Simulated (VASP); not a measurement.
Output of a VASP run:

### OSZICAR
```
       N       E                     dE             d eps       ncg     rms          rms(c)
DAV:   1     0.111558177373E+03    0.11156E+03   -0.97913E+03  4368   0.154E+03
DAV:   2    -0.204828059519E+02   -0.13204E+03   -0.12824E+03  4998   0.379E+02
DAV:   3    -0.245609875692E+02   -0.40782E+01   -0.40236E+01  5377   0.614E+01
DAV:   4    -0.246017966778E+02   -0.40809E-01   -0.40782E-01  4803   0.652E+00
DAV:   5    -0.246021536042E+02   -0.35693E-03   -0.35689E-03  5221   0.621E-01    0.307E+01
DAV:   6    -0.216846072397E+02    0.29175E+01   -0.94375E+00  4938   0.314E+01    0.799E+00
DAV:   7    -0.216213836987E+02    0.63224E-01   -0.41547E-01  4513   0.571E+00    0.571E+00
DAV:   8    -0.215972227847E+02    0.24161E-01   -0.75272E-02  4863   0.263E+00    0.818E-01
DAV:   9    -0.215960577248E+02    0.11651E-02   -0.41458E-03  4713   0.505E-01    0.146E-01
DAV:  10    -0.215960402157E+02    0.17509E-04   -0.29919E-04  5033   0.229E-01    0.802E-02
DAV:  11    -0.215960384823E+02    0.17334E-05   -0.24456E-05  4773   0.453E-02    0.114E-02
DAV:  12    -0.215960370787E+02    0.14035E-05   -0.61879E-06  4873   0.249E-02    0.363E-03
DAV:  13    -0.215960371184E+02   -0.39695E-07   -0.12199E-07  3097   0.381E-03
   1 F= -.21596037E+02 E0= -.21596065E+02  d E =-.215960E+02
       N       E                     dE             d eps       ncg     rms          rms(c)
DAV:   1    -0.215967218539E+02   -0.68478E-03   -0.25978E-02  4383   0.194E+00    0.134E-01
DAV:   2    -0.215962025580E+02    0.51930E-03   -0.10926E-03  4653   0.329E-01    0.724E-02
DAV:   3    -0.215960089918E+02    0.19357E-03   -0.39368E-04  4718   0.182E-01    0.228E-02
DAV:   4    -0.215960076072E+02    0.13846E-05   -0.16915E-05  4838   0.404E-02    0.104E-02
DAV:   5    -0.215960075672E+02    0.39989E-07   -0.15011E-06  4688   0.119E-02    0.220E-03
DAV:   6    -0.215960075824E+02   -0.15146E-07   -0.20223E-07  3332   0.454E-03
   2 F= -.21596008E+02 E0= -.21596039E+02  d E =0.295361E-04
       N       E                     dE             d eps       ncg     rms          rms(c)
DAV:   1    -0.215963072336E+02   -0.29967E-03   -0.80991E-03  4383   0.108E+00    0.753E-02
DAV:   2    -0.215961456262E+02    0.16161E-03   -0.34162E-04  4653   0.184E-01    0.404E-02
DAV:   3    -0.215960853406E+02    0.60286E-04   -0.12060E-04  4708   0.101E-01    0.131E-02
DAV:   4    -0.215960845272E+02    0.81339E-06   -0.55200E-06  4858   0.230E-02    0.590E-03
DAV:   5    -0.215960842864E+02    0.24083E-06   -0.48859E-07  4598   0.685E-03    0.125E-03
DAV:   6    -0.215960842344E+02    0.51968E-07   -0.61010E-08  2249   0.258E-03
   3 F= -.21596084E+02 E0= -.21596114E+02  d E =-.471160E-04
```

**OUTCAR**
```
------------------------ aborting loop because EDIFF is reached ----------------------------------------
  FORCE on cell =-STRESS in cart. coord.  units (eV):
  Direction    XX          YY          ZZ          XY          YZ          ZX
  --------------------------------------------------------------------------------------
  Total        0.0047381      0.0047381      0.0051199      0.0000000     -0.0000000     -0.0000000
  in kB        0.3567745      0.3567745      0.3855220      0.0000000     -0.0000000     -0.0000000
  external PRESSURE =       0.3663570 kB  Pullay stress =       0.0000000 kB
  volume of cell :       21.28
      direct lattice vectors                 reciprocal lattice vectors
     1.465899453 -2.539012409 -0.000000000     0.341087514 -0.196926962 -0.000000000
     1.465899453  2.539012409 -0.000000000     0.341087514  0.196926962 -0.000000000
     0.000000000  0.000000000  2.858418821     0.000000000  0.000000000  0.349843764
 POSITION                                       TOTAL-FORCE (eV/Angst)
 -----------------------------------------------------------------------------------
      0.00000      0.00000     -0.00000         0.000000      0.000000      0.000000
      1.46590      0.84634      1.42921        -0.000000     -0.000000      0.000000
 -----------------------------------------------------------------------------------
    total drift:                                0.000000     -0.000388      0.000000
  FREE ENERGIE OF THE ION-ELECTRON SYSTEM (eV)
  ---------------------------------------------------
  free  energy   TOTEN  =       -21.5960842344 eV

  energy  without entropy=      -21.5961740207  energy(sigma->0) =      -21.59611416

 reached required accuracy - stopping structural energy minimisation
```
(Selected blocks of OUTCAR.)

**POSCAR**
```
WC
1
    1.4664995230    -2.5400517599     0.0000000000
    1.4664995230     2.5400517599     0.0000000000
    0.0000000000     0.0000000000     2.8560800557
W C
1 1
Direct
  0.0000000000   0.0000000000   0.0000000000
  0.3333330000   0.6666670000   0.5000000000
```

Problem. Write an INCAR and KPOINTS that could have produced this output.

Solution. One answer among several that fit: the input of the run itself, revPBE GGA, plane waves, VASP's PBE PAW potentials (set 64).

### INCAR
```
# general
SYSTEM  = WC
PREC    = Accurate
ENCUT   = 520
LREAL   = F
LASPH   = T

# electronic loop
EDIFF   = 1E-7
NELM    = 100
ALGO    = Normal
LMAXMIX = 6

# smearing
ISMEAR  = 1
SIGMA   = 0.1

# functional
GGA     = RE

# ions
IBRION  = 2
NSW     = 30
ISIF    = 4
EDIFFG  = -0.01

# output
LWAVE   = F
LCHARG  = F
```

### KPOINTS
```
Automatic mesh
0
Gamma
14 14 13
0 0 0
```

POTCAR, in this order: W_sv C (PBE.64 set). Program: vasp_std.

The compound is WC in the wc structure. This run relaxes it. Symmetry was kept, so distortions that lower it aren't found.
